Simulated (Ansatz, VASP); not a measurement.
BaSi3: VASP beside Ansatz

Contents of INCAR:

```
  PREC = Accurate
  ENCUT = 520
  EDIFF = 1E-6
  ISMEAR = 0
  SIGMA = 0.05
  LREAL = False
  LASPH = True
  NELM = 80
  ALGO = Normal
  ISIF = 2
  LWAVE = False
  LCHARG = False
  GGA = PE
  NBANDS = 19
```

Contents of KPOINTS:

```
regular mesh
0
Gamma
  8 8 8
```

The input POSCAR:

```
BaSi3
1.0
    4.5462688308      0.0000000000      0.0000000000
    0.0000000000      4.5462688308      0.0000000000
    0.0000000000      0.0000000000      4.5462688308
Ba Si
1 3
Direct
    0.0000000000      0.0000000000      0.0000000000
    0.0000000000      0.5000000000      0.5000000000
    0.5000000000      0.5000000000      0.0000000000
    0.5000000000      0.0000000000      0.5000000000
```

Input for Ansatz:

```yaml
crystal:
  lattice:
    - [4.5462688308, 0.0, 0.0]
    - [0.0, 4.5462688308, 0.0]
    - [0.0, 0.0, 4.5462688308]
  atoms:
    - { symbol: Ba, position: [0.0, 0.0, 0.0] }
    - { symbol: Si, position: [0.0, 0.5, 0.5] }
    - { symbol: Si, position: [0.5, 0.5, 0.0] }
    - { symbol: Si, position: [0.5, 0.0, 0.5] }
basis:
  ecutwfc: 420
  ecutrho_ratio: 4
kpoints:
  mp_grid: { grid: [8, 8, 8] }
hamiltonian:
  xc: pbe
scf:
  occupations: { method: gaussian, width: 0.05 }
output:
  forces: true
  stress: true
  eigenvalues: true
  write_density: true
  write_potential: true
  elf: true
  volumetric_format: npy
```

Alike in both runs: task single point; functional PBE; k mesh 8 × 8 × 8; occupations gaussian, width 0.05 eV; no spin polarisation.

|  | VASP | Ansatz |
| --- | --- | --- |
| version | VASP 6.6.1 | Ansatz 0.2.0 |
| potentials or method | VASP PAW PBE potentials, release 64 (Ba_sv, Si) | scalar-relativistic, plane waves, PAW |
| plane-wave cutoff (eV) | 520 | 420 |
| valence electrons in the cell | 22 | 22 |

VASP gave:

```
gap on the k mesh at the Fermi level (eV) : none
pressure (GPa)                            : -1.2
```

**Question.** Estimate Ansatz's values.

**Answer.** gap on the k mesh at the Fermi level (eV): none; pressure (GPa): -1.8.

A gap of «none» marks a metal or a gap that the smearing closes. With one functional, cell and mesh, what is left measures potentials, basis and numerics.

The runs have no spin-orbit coupling, so splittings on Ba are missing.
